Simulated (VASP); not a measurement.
Consider the following.

```xyz
4
Lattice="1.6190 -2.8041 0.0000 1.6190 2.8041 0.0000 0.0000 0.0000 5.2238" Properties=species:S:1:pos:R:3 pbc="T T T"
Zn     1.6190    -0.9347     2.6199
Zn     1.6190     0.9347     0.0080
O      1.6190    -0.9347     4.5994
O      1.6190     0.9347     1.9875
```

These are PBEsol GGA, VASP's PBE PAW potentials (set 64) (plane waves; VASP 6.6.1) values and carry that method's errors. Run with 650 eV cut-off, 7×7×4 Γ-centred mesh, Gaussian smearing of 0.050 eV, potentials Zn O.

Question: Give the elastic stiffness tensor with the ions relaxed (GPa, in the frame of the cell).

Answer: 
|  | xx | yy | zz | yz | xz | xy |
|---|---|---|---|---|---|---|
| xx | 201 | 123 | 109 | 0.0 | 0.0 | 0.0 |
| yy | 123 | 201 | 109 | 0.0 | 0.0 | 0.0 |
| zz | 109 | 109 | 218 | 0.0 | 0.0 | 0.0 |
| yz | 0.0 | 0.0 | 0.0 | 36.1 | 0.0 | 0.0 |
| xz | 0.0 | 0.0 | 0.0 | 0.0 | 36.1 | 0.0 |
| xy | 0.0 | 0.0 | 0.0 | 0.0 | 0.0 | 39.3 |

Question: Estimate the Hill bulk modulus, Hill shear modulus, Young's modulus, Poisson's ratio.

Answer: 
```
Quantity               Result
------------------  ---------
Hill bulk modulus     145 GPa
Hill shear modulus   40.5 GPa
Young's modulus     1110 kbar
Poisson's ratio         0.372
```

Measured: C11 207 GPa (computed value off by -2.8 %), C12 118 GPa (computed value off by +4.2 %), C13 106 GPa (computed value off by +2.7 %), C33 210 GPa (computed value off by +3.9 %), C44 44.8 GPa (computed value off by -19.4 %), as given by Oses et al., (2018), arXiv:1811.08464. The calculation is for a static lattice, while the measured C11, C12, C13, C33, C44 hold thermal and zero-point effects, which are part of the difference.

The compound is ZnO in the wurtzite structure. It was relaxed first.
